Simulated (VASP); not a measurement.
Computed with PBE GGA with D3 dispersion (Becke-Johnson damping), VASP's PBE PAW potentials (set 64) (plane waves; VASP).

A VASP calculation is set up with these files.

File KPOINTS:
```
Regular mesh
0
G
 7 7 7
```

POSCAR:
```
Li2Se
1
    0.0000000000     2.8706428510     2.8706428510
    2.8706428510     0.0000000000     2.8706428510
    2.8706428510     2.8706428510     0.0000000000
Li Se
2 1
Direct
  0.2500000000   0.2500000000   0.2500000000
  0.7500000000   0.7500000000   0.7500000000
  0.0000000000   0.0000000000   0.0000000000
```

**INCAR**
```
SYSTEM = Li2Se
PREC = Accurate
ENCUT = 520
EDIFF = 1E-7
NELM = 100
ALGO = Normal
LREAL = .FALSE.
LASPH = .TRUE.
ISMEAR = 0
SIGMA = 0.05
GGA = PE
IVDW = 12
LMAXMIX = 4
LWAVE = .FALSE.
LCHARG = .FALSE.
ISIF = 2
```

POTCAR, in this order: Li_sv Se (PBE.64 set). Program: vasp_std.

Problem. What does the run give for the energy per atom (σ→0), dispersion energy, pressure?

Solution. 
energy per atom (σ→0): -3.974 eV/atom
dispersion energy: -0.907 eV
pressure: 2.62 GPa

**OSZICAR**
```
...
DAV:   9    -0.110158314756E+02   -0.60355E-04   -0.83008E-04   554   0.175E-01    0.917E-02
DAV:  10    -0.110160639661E+02   -0.23249E-03   -0.40737E-04   428   0.132E-01    0.320E-02
DAV:  11    -0.110160667925E+02   -0.28264E-05   -0.16040E-05   562   0.307E-02    0.973E-03
DAV:  12    -0.110160711942E+02   -0.44016E-05   -0.45106E-06   440   0.162E-02    0.202E-03
DAV:  13    -0.110160709993E+02    0.19483E-06   -0.12856E-07   584   0.365E-03    0.114E-03
DAV:  14    -0.110160707315E+02    0.26787E-06   -0.32515E-08   260   0.205E-03    0.291E-04
DAV:  15    -0.110160707561E+02   -0.24593E-07   -0.15818E-08   208   0.125E-03
   1 F= -.11923329E+02 E0= -.11923329E+02  d E =-.162252E-18
```

The compound is Li2Se in the antifluorite structure. This cell is one point of a volume scan, at 0.94 of the reference volume.
